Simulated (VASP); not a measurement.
All values below come from PBE GGA, VASP's PBE PAW potentials (set 64) (plane waves; VASP 6.6.1).

A VASP calculation is set up with these files.

### INCAR
```
ALGO=Normal
EDIFF=1E-6
ENCUT=520
GGA=PE
ISIF=2
ISMEAR=1
LASPH=.True.
LCHARG=.False.
LMAXMIX=4
LREAL=.False.
LWAVE=.False.
NELM=100
PREC=Accurate
SIGMA=0.1
SYSTEM=MoSi2
```

### POSCAR
```
MoSi2
1
   -1.6371000000     1.6371000000     4.0035000000
    1.6371000000    -1.6371000000     4.0035000000
    1.6371000000     1.6371000000    -4.0035000000
Si Mo
2 1
Direct
  0.6650000000   0.6650000000   0.0000000000
  0.3350000000   0.3350000000   0.0000000000
  0.0000000000   0.0000000000   0.0000000000
```

File KPOINTS:
```
Automatic
0
Gamma
 12 12 12
0 0 0
```

POTCAR, in this order: Si Mo_pv (PBE.64 set). Program: vasp_std.

Problem. What will the output report for the number of irreducible k-points (NKPTS), number of bands (NBANDS), largest plane-wave count, number of space-group operations, FFT grid (NGX, NGY, NGZ)?

Solution. 
| Quantity | Value |
|---|---|
| number of irreducible k-points (NKPTS) | 163 |
| number of bands (NBANDS) | 14 |
| largest plane-wave count | 1171 |
| number of space-group operations | 16 |
| FFT grid (NGX, NGY, NGZ) | 36 × 36 × 36 |

The compound is MoSi2 in the MoSi2 type structure. The cell was not relaxed at this level. The run is one of a series of settings (ENCUT = 520, POTCAR Si Mo_pv (PBE.64 set) against the base run), some of them coarse on purpose.
